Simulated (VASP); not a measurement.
Given:

```
TlSe
1.0
   -3.61257     3.61257     3.60424
    3.61257    -3.61257     3.60424
    3.61257     3.61257    -3.60424
Tl Se
4 4
Direct
  0.74356   0.24356   0.98711
  0.24356   0.25644   0.50000
  0.75644   0.74356   0.50000
  0.25644   0.75644   0.01289
  0.75000   0.75000   0.00000
  0.25000   0.25000   0.00000
  0.75000   0.25000   0.50000
  0.25000   0.75000   0.50000
```

These are LDA (Ceperley-Alder, Perdew-Zunger), VASP's LDA PAW potentials (set 64) (plane waves; VASP 6.6.1) values and carry that method's errors. Settings: 400 eV cut-off, Gaussian smearing of 0.050 eV, potentials Tl_d Se.

Task: Give the energies of bands 31 to 44 at the high-symmetry points, in eV from the Fermi level.

Result: 
```tsv
band	Γ	X	M	Z	P	N
31	-4.39	-2.79	-2.09	-2.05	-2.34	-2.79
32	-4.32	-2.78	0.06	-0.31	-2.34	-2.79
33	-4.32	-1.27	0.06	-0.30	-2.34	-1.28
34	-4.29	-1.26	0.07	0.01	-2.34	-1.28
35	-1.26	-1.20	0.07	0.01	-2.33	-1.18
36	-1.26	-1.18	0.07	0.07	-2.33	-1.18
37	-1.24	-0.30	0.09	0.07	0.34	-0.31
38	0.17	-0.29	0.66	0.88	0.34	-0.31
39	0.17	0.81	0.66	0.88	0.34	0.81
40	0.18	0.82	0.68	0.91	0.34	0.81
41	6.03	2.49	1.56	1.01	4.56	2.50
42	6.04	2.50	1.58	1.38	4.56	2.50
43	6.05	3.56	1.58	1.38	4.56	3.56
44	6.06	3.57	1.74	2.11	4.56	3.56
```

It has no gap at this level: it comes out as a metal or semimetal.

The compound is TlSe in the sg140 structure. It was relaxed first, which changed the volume by -17 %.
